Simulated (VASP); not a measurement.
Output of a VASP run:

### OSZICAR
```
       N       E                     dE             d eps       ncg     rms          rms(c)
DAV:   1     0.161971337159E+03    0.16197E+03   -0.14924E+04  1732   0.408E+03
DAV:   2     0.106334038378E+02   -0.15134E+03   -0.14889E+03  1694   0.519E+02
DAV:   3    -0.938187672877E+01   -0.20015E+02   -0.19859E+02  1844   0.145E+02
DAV:   4    -0.100094051100E+02   -0.62753E+00   -0.62649E+00  1922   0.297E+01
DAV:   5    -0.100200147219E+02   -0.10610E-01   -0.10605E-01  1886   0.403E+00    0.324E+00
DAV:   6    -0.992084720575E+01    0.99168E-01   -0.39580E-02  2058   0.268E+00    0.186E+00
DAV:   7    -0.986956526595E+01    0.51282E-01   -0.72958E-02  1750   0.283E+00    0.160E-01
DAV:   8    -0.987062560149E+01   -0.10603E-02   -0.79513E-03  1902   0.143E+00    0.509E-02
DAV:   9    -0.987073677019E+01   -0.11117E-03   -0.29617E-04  1922   0.278E-01    0.115E-02
DAV:  10    -0.987074820901E+01   -0.11439E-04   -0.20080E-05  1904   0.445E-02    0.541E-03
DAV:  11    -0.987074968183E+01   -0.14728E-05   -0.24038E-06  1572   0.165E-02    0.103E-03
DAV:  12    -0.987074947604E+01    0.20578E-06   -0.48343E-07   912   0.146E-02
   1 F= -.98707495E+01 E0= -.98707610E+01  d E =-.987075E+01
       N       E                     dE             d eps       ncg     rms          rms(c)
DAV:   1    -0.987181369181E+01   -0.10640E-02   -0.15043E-02  2234   0.255E+00    0.192E-01
DAV:   2    -0.987101905551E+01    0.79464E-03   -0.11237E-03  2202   0.700E-01    0.951E-02
DAV:   3    -0.987077136499E+01    0.24769E-03   -0.42170E-04  2232   0.378E-01    0.226E-02
DAV:   4    -0.987075606384E+01    0.15301E-04   -0.49677E-05  2158   0.148E-01    0.467E-03
DAV:   5    -0.987075541438E+01    0.64946E-06   -0.35572E-06  1266   0.385E-02
   2 F= -.98707554E+01 E0= -.98707662E+01  d E =-.593834E-05
       N       E                     dE             d eps       ncg     rms          rms(c)
DAV:   1    -0.987091017195E+01   -0.15411E-03   -0.21014E-03  2242   0.950E-01    0.717E-02
DAV:   2    -0.987080002207E+01    0.11015E-03   -0.15908E-04  2196   0.263E-01    0.355E-02
DAV:   3    -0.987076472025E+01    0.35302E-04   -0.59914E-05  2226   0.143E-01    0.836E-03
DAV:   4    -0.987076123904E+01    0.34812E-05   -0.68656E-06  1780   0.552E-02    0.167E-03
DAV:   5    -0.987076125126E+01   -0.12222E-07   -0.48284E-07   854   0.142E-02
   3 F= -.98707613E+01 E0= -.98707724E+01  d E =-.117752E-04
```

### OUTCAR
```
------------------------ aborting loop because EDIFF is reached ----------------------------------------
  FORCE on cell =-STRESS in cart. coord.  units (eV):
  Direction    XX          YY          ZZ          XY          YZ          ZX
  --------------------------------------------------------------------------------------
  Total       -0.0124021     -0.0124021     -0.0124021      0.0000000      0.0000000     -0.0000000
  in kB       -0.4361604     -0.4361604     -0.4361604      0.0000000      0.0000000     -0.0000000
  external PRESSURE =      -0.4361604 kB  Pullay stress =       0.0000000 kB
  volume of cell :       45.56
      direct lattice vectors                 reciprocal lattice vectors
    -0.000000000  2.834719440  2.834719440    -0.176384299  0.176384299  0.176384299
     2.834719440  0.000000000  2.834719440     0.176384299 -0.176384299  0.176384299
     2.834719440  2.834719440  0.000000000     0.176384299  0.176384299 -0.176384299
 POSITION                                       TOTAL-FORCE (eV/Angst)
 -----------------------------------------------------------------------------------
      2.83472      2.83472      2.83472        -0.000000      0.000000      0.000000
      4.25208      4.25208      4.25208         0.000000     -0.000000     -0.000000
 -----------------------------------------------------------------------------------
    total drift:                                0.000000     -0.000000     -0.000000
  FREE ENERGIE OF THE ION-ELECTRON SYSTEM (eV)
  ---------------------------------------------------
  free  energy   TOTEN  =        -9.8707612513 eV

  energy  without entropy=       -9.8707946857  energy(sigma->0) =       -9.87077240

 reached required accuracy - stopping structural energy minimisation
```
(Selected blocks of OUTCAR.)

### POSCAR
```
Ge
1
    0.0000000000     2.8358140382     2.8358140382
    2.8358140382    -0.0000000000     2.8358140382
    2.8358140382     2.8358140382    -0.0000000000
Ge
2
Direct
  0.5000000000   0.5000000000   0.5000000000
  0.7500000000   0.7500000000   0.7500000000
```

### Question
Write an INCAR and KPOINTS that could have produced this output.

### Answer
Several could match; the one computed here: the input of the run itself, PBEsol GGA, plane waves, VASP's PBE PAW potentials (set 64).

### INCAR
```
SYSTEM = Ge
NELM = 100   ! most electronic steps
EDIFFG = -0.01   ! ionic stop
LREAL = .False.
LMAXMIX = 4
LCHARG = .False.
ENCUT = 480
SIGMA = 0.1   ! width (eV)
LASPH = .True.   ! aspherical one-centre terms
ALGO = Normal   ! blocked Davidson
LWAVE = .False.
ISIF = 3
GGA = PS
IBRION = 2
NSW = 60   ! most ionic steps
PREC = Accurate
EDIFF = 1E-6
ISMEAR = 1
```

KPOINTS:
```
Automatic mesh
0
Gamma
10 10 10
0 0 0
```

POTCAR, in this order: Ge_d (PBE.64 set). Program: vasp_std.

The compound is Ge in the diamond structure. This run relaxes it. Symmetry was kept, so distortions that lower it aren't found. The start is the result of an earlier pass.
